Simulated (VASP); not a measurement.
Input:

```
TiN
1.0
    0.00000     2.10316     2.10316
    2.10316     0.00000     2.10316
    2.10316     2.10316     0.00000
Ti N
1 1
Cartesian
  0.00000   0.00000   0.00000
  2.10316   2.10316   2.10316
```

Method: PBEsol GGA, VASP's PBE PAW potentials (set 64) (plane waves; VASP 6.6.1). Settings: PREC = Normal, EDIFF = 1E-5, 450 eV cut-off, 17×17×17 Γ-centred mesh, first-order Methfessel-Paxton smearing of 0.10 eV, potentials Ti_sv N.

At this cut-off the stress carries a Pulay error, which pulls relaxed volumes low.

Give the stress tensor in GPa (positive for a compressed cell).

```
-2.44   0.00   0.00
 0.00  -2.44   0.00
 0.00   0.00  -2.44
```
The pressure is its mean diagonal, -2.44 GPa.

The compound is TiN in the rock salt structure. It was relaxed first. The electron count is odd and the run is not spin-polarised, which forces a metal.
